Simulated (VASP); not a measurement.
An input for Quantum ESPRESSO's pw.x (written as the equivalent of a VASP run, and not itself run):

```
&CONTROL
  calculation = 'scf'
  pseudo_dir = './pseudo'
  outdir = './out'
  tprnfor = .true.
  tstress = .true.
/
&SYSTEM
  ibrav = 0
  nat = 5
  ntyp = 3
  ecutwfc = 84
  occupations = 'smearing'
  smearing = 'methfessel-paxton'
  degauss = 0.00735
  input_dft = 'vdw-df-obk8'
/
&ELECTRONS
  conv_thr = 7.3e-09
  electron_maxstep = 100
/
ATOMIC_SPECIES
  Sr 87.620 Sr.upf
  V 50.941 V.upf
  O 15.999 O.upf
CELL_PARAMETERS angstrom
     3.8868038    0.0000000    0.0000000
     0.0000000    3.8868038    0.0000000
     0.0000000    0.0000000    3.8868038
ATOMIC_POSITIONS crystal
  Sr   0.0000000  0.0000000  0.0000000
  V    0.5000000  0.5000000  0.5000000
  O    0.5000000  0.0000000  0.5000000
  O    0.0000000  0.5000000  0.5000000
  O    0.5000000  0.5000000  0.0000000
K_POINTS automatic
  8 8 8 0 0 0
```

Translate this input to VASP (INCAR, KPOINTS, POSCAR, choice of POTCAR).

Several could match; the one computed here: 
### KPOINTS
```
K-points
0
G
8 8 8
```

### INCAR
```
! general
SYSTEM   = SrVO3
PREC     = Accurate
ENCUT    = 520   ! plane-wave cut-off (eV)
LREAL    = .FALSE.   ! projection in real space or not
LASPH    = .TRUE.   ! aspherical one-centre terms

! electronic loop
EDIFF    = 1E-7   ! SCF stop (eV)
NELM     = 100   ! most electronic steps
ALGO     = Normal   ! blocked Davidson
LMAXMIX  = 4   ! l cut-off of mixed one-centre charges

! smearing
ISMEAR   = 1
SIGMA    = 0.1   ! width (eV)

! functional
GGA      = BO
LUSE_VDW = .TRUE.
AGGAC    = 0.0
PARAM1   = 0.1833333333
PARAM2   = 0.22

! ions
ISIF     = 2   ! forces and stress, cell fixed

! output
LWAVE    = .FALSE.
LCHARG   = .FALSE.
```

POSCAR:
```
SrVO3
1
    3.8868037724     0.0000000000     0.0000000000
    0.0000000000     3.8868037724     0.0000000000
    0.0000000000     0.0000000000     3.8868037724
Sr V O
1 1 3
Direct
  0.0000000000   0.0000000000   0.0000000000
  0.5000000000   0.5000000000   0.5000000000
  0.5000000000   0.0000000000   0.5000000000
  0.0000000000   0.5000000000   0.5000000000
  0.5000000000   0.5000000000   0.0000000000
```

POTCAR, in this order: Sr_sv V_sv O (PBE.64 set). Program: vasp_std.

What does not carry over: the potentials are each code's own (VASP's PAW set, PseudoDojo norm-conserving files in pw.x), so ENCUT and ecutwfc are chosen apart and not converted; conv_thr bounds pw.x's estimated SCF error, while EDIFF bounds the energy change between steps.

The compound is SrVO3 in the cubic perovskite structure. This cell is one point of a volume scan, at 1.03 of the reference volume.
